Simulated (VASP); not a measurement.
Given:

```yaml
crystal:
  lattice:
    - [2.76422, 0.00000, 0.00000]
    - [0.00000, 2.76422, 0.00000]
    - [0.00000, 0.00000, 2.76422]
  atoms:
    - { symbol: Al, position: [0.50000, 0.50000, 0.50000] }
    - { symbol: Co, position: [0.00000, 0.00000, 0.00000] }
```

These are PBE GGA with D4 dispersion, VASP's PBE PAW potentials (set 64) (plane waves; VASP) values and carry that method's errors. Run with 520 eV cut-off, 13×13×13 Γ-centred mesh, first-order Methfessel-Paxton smearing of 0.10 eV, potentials Al Co.

Q: Give the stress tensor in GPa (positive for a compressed cell).

A: 
```
13.69   0.00   0.00
 0.00  13.69   0.00
 0.00   0.00  13.69
```
The pressure is its mean diagonal, 13.69 GPa.

The compound is CoAl in the CsCl type structure. This cell is one point of a volume scan, at 0.94 of the reference volume. The run is not spin-polarised, so no magnetic state was tried.
